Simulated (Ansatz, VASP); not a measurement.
# WSe2 in two plane-wave programs, part 2 of 2

Aim: how closely do two programs agree when they are given the same cell, functional and k mesh? The structure shown is the start of the Ansatz relaxation below; VASP solves that cell, so the two are compared at the walk's first step.

VASP 6.6.1 and Ansatz 0.2.0.

So far: The structure; Ansatz: relaxation, PBEsol with D3(BJ); VASP: single point, PBEsol with D3(BJ), start cell.

## (3) VASP: single point, PBEsol with D3(BJ), start cell (continued)

Level of this step: PBEsol with D3(BJ), no spin polarisation; plane waves and PAW (Se, W) (VASP).

Numbers of over 12 decimals in the logs are rounded to 6 here.

Parts of OUTCAR (step 3):

```text
ion  position               nearest neighbor table
   1  0.667  0.333  0.752-   7 2.53   7 2.53   7 2.53
   2  0.667  0.333  0.649-   7 2.53   7 2.53   7 2.53
   3  0.333  0.667  0.552-   8 2.53   8 2.53   8 2.53
   4  0.333  0.667  0.448-   8 2.53   8 2.53   8 2.53
   5  0.667  0.333  0.351-   9 2.53   9 2.53   9 2.53
   6  0.667  0.333  0.248-   9 2.53   9 2.53   9 2.53
   7  0.333  0.667  0.701-   1 2.53   2 2.53   1 2.53   2 2.53   1 2.53   2 2.53
   8  0.667  0.333  0.500-   3 2.53   4 2.53   3 2.53   4 2.53   3 2.53   4 2.53
   9  0.333  0.667  0.299-   5 2.53   6 2.53   5 2.53   6 2.53   5 2.53   6 2.53

  LATTYP: Found a hexagonal cell.
 ALAT       =     3.2900000000
 C/A-ratio  =     9.8225714286

 Subroutine GETGRP returns: Found 12 space group operations
 (whereof 12 operations were pure point group operations)

The static configuration has the point symmetry D_3h.

 Found     19 irreducible k-points:

   k-points           NKPTS =     19   k-points in BZ     NKDIM =     19   number of bands    NBANDS=     36

   dimension x,y,z NGX =    24 NGY =   24 NGZ =  240
   dimension x,y,z NGXF=    48 NGYF=   48 NGZF=  480

   ENCUT  =  520.0 eV  38.22 Ry    6.18 a.u.   6.12  6.12 60.09*2*pi/ulx,y,z

   NELECT =      54.0000    total number of electrons

 k-points in reciprocal lattice and weights: Automatic mesh
   0.00000000  0.00000000  0.00000000       0.007
   0.08333333  0.00000000  0.00000000       0.042
   0.16666667 -0.00000000  0.00000000       0.042
   0.25000000  0.00000000  0.00000000       0.042
   0.33333333  0.00000000  0.00000000       0.042
   0.41666667  0.00000000  0.00000000       0.042
   0.50000000  0.00000000  0.00000000       0.021
   0.08333333  0.08333333  0.00000000       0.042
   0.16666667  0.08333333  0.00000000       0.083
[...]
0.33333333  0.25000000  0.00000000       0.083
   0.33333333  0.33333333  0.00000000       0.014

 average (electrostatic) potential at core
       1 -57.1529       2 -57.1742       3 -57.1805       4 -57.1805       5 -57.1742
       6 -57.1529       7 -44.4867       8 -44.4883       9 -44.4867

 E-fermi :   1.6741

 k-point     1 :       0.0000    0.0000    0.0000
  band No.  band energies     occupation
    ...
     23      -0.3133      2.00000
     24      -0.3133      2.00000
     25       0.2550      2.00000
     26       0.8313      2.00000
     27       1.1036      2.00000
     28       3.8407      0.00000
     29       3.8408      0.00000
     30       3.8607      0.00000
     31       3.8608      0.00000
     32       3.8873      0.00000
    ...

 k-point     2 :       0.0833    0.0000    0.0000
  band No.  band energies     occupation
    ...
     23      -0.3240      2.00000
     24      -0.0750      2.00000
     25       0.2668      2.00000
     26       0.7634      2.00000
     27       0.9570      2.00000
     28       3.6010      0.00000
     29       3.6192      0.00000
     30       3.6275      0.00000
     31       3.6289      0.00000
     32       3.7017      0.00000
    ...

 k-point     3 :       0.1667   -0.0000    0.0000
  band No.  band energies     occupation
    ...
     23      -0.4678      2.00000
     24      -0.1278      2.00000
     25       0.1876      2.00000
     26       0.4292      2.00000
     27       0.4977      2.00000
     28       2.8785      0.00000
     29       3.0584      0.00000
     30       3.2731      0.00000
     31       3.3729      0.00000
     32       3.4943      0.00000
    ...

 Edisp (eV)   -3.45992

  Total      -5.77826    -5.77827    -4.02672     0.00000     0.00000     0.00000
  in kB     -30.56077   -30.56078   -21.29700     0.00000     0.00000     0.00000
  external pressure =      -27.47 kB  Pullay stress =        0.00 kB

  energy-cutoff  :      520.00
  volume of cell :      302.93
      direct lattice vectors                 reciprocal lattice vectors
     3.290000000  0.000000000  0.000000000     0.303951368  0.175486378  0.000000000
    -1.645000000  2.849224000  0.000000000     0.000000000  0.350972756  0.000000000
     0.000000000  0.000000000 32.316260000     0.000000000  0.000000000  0.030944175

 POSITION                                       TOTAL-FORCE (eV/Angst)
 -----------------------------------------------------------------------------------
      1.64500      0.94974     24.31626        -0.000000      0.000000     -0.247492
      1.64500      0.94974     20.97000        -0.000000     -0.000000      0.107958
     -0.00000      1.89948     17.83126         0.000000      0.000000     -0.135099
     -0.00000      1.89948     14.48500         0.000000      0.000000      0.135099
      1.64500      0.94974     11.34626        -0.000000     -0.000000     -0.107958
      1.64500      0.94974      8.00000        -0.000000     -0.000000      0.247492
     -0.00000      1.89948     22.64313         0.000000      0.000000     -0.040651
      1.64500      0.94974     16.15813         0.000000      0.000000      0.000000
     -0.00000      1.89948      9.67313         0.000000      0.000000      0.040651
 -----------------------------------------------------------------------------------
    total drift:                                0.000000      0.000988      0.000000

  FREE ENERGIE OF THE ION-ELECTRON SYSTEM (eV)
  ---------------------------------------------------
  free  energy   TOTEN  =       -73.4248676857 eV

  energy  without entropy=      -73.4248676857  energy(sigma->0) =      -73.42486769

 total charge
# of ion       s       p       d       tot
------------------------------------------
    1        1.475   2.344   0.069   3.887
    2        1.477   2.338   0.071   3.886
    3        1.477   2.338   0.071   3.885
    4        1.477   2.338   0.071   3.885
    5        1.477   2.338   0.071   3.886
    6        1.475   2.344   0.069   3.887
    7        0.534   0.621   4.209   5.364
    8        0.534   0.620   4.211   5.365
    9        0.534   0.621   4.209   5.364
--------------------------------------------------
tot         10.459  15.902  13.049  39.410

[... 3 further parts left out ...]
```

## (4) Comparison

Known differences besides the potentials themselves: the data sets hold 138 valence electrons in Ansatz (on its default PAW (the set named soft_2) files) and 54 in VASP; the cutoff is 420 eV in Ansatz and 520 eV in VASP; Ansatz makes its cores anew for this functional, VASP keeps those of its PBE data sets. Total energies have different zeros and are not compared.

Forces (eV/Å; atoms numbered as in POSCAR):

```
atom        Ansatz x, y, z          VASP x, y, z
 Se1  0.000, 0.000, -0.225  0.000, 0.000, -0.247
 Se2   0.000, 0.000, 0.086   0.000, 0.000, 0.108
 Se3  0.000, 0.000, -0.114  0.000, 0.000, -0.135
 Se4   0.000, 0.000, 0.114   0.000, 0.000, 0.135
 Se5  0.000, 0.000, -0.086  0.000, 0.000, -0.108
 Se6   0.000, 0.000, 0.225   0.000, 0.000, 0.247
  W7  0.000, 0.000, -0.041  0.000, 0.000, -0.041
  W8   0.000, 0.000, 0.000   0.000, 0.000, 0.000
  W9   0.000, 0.000, 0.041   0.000, 0.000, 0.041
```

The forces differ by 10 meV/Å r.m.s., which is 12.5 % of the r.m.s. force of 0.083 eV/Å (both taken over all components). With vacuum in the cell, a pressure given here is an average over mostly empty space and none of the material.

## (5) Results

```
r.m.s. force difference (single point, PBEsol with D3(BJ), start cell) : 10 meV/Å
```

**Reading.** The r.m.s. force difference is 10 meV/Å (single point, PBEsol with D3(BJ), start cell), within the 12 meV/Å picked in this series as the mark of a large difference. The data sets hold unlike numbers of valence electrons (138 in Ansatz and 54 in VASP), so part of the differences comes from the potentials. Such differences can come from data sets, numerical settings and the points named under the comparisons, not from the functional's error against experiment.

[Lines on the potential files, build, host, timing and source positions are cut from VASP's logs without a mark.]

[Logs are printed without paths, hosts, clocks, repeated set-up lines and the standing remarks that a program may print on its own settings, such as how far it seeks lower states.]

[Hosts, paths, dates, database ids (printed as entryN), source tags and the programs' standing remarks are cut or masked in the printed files.]
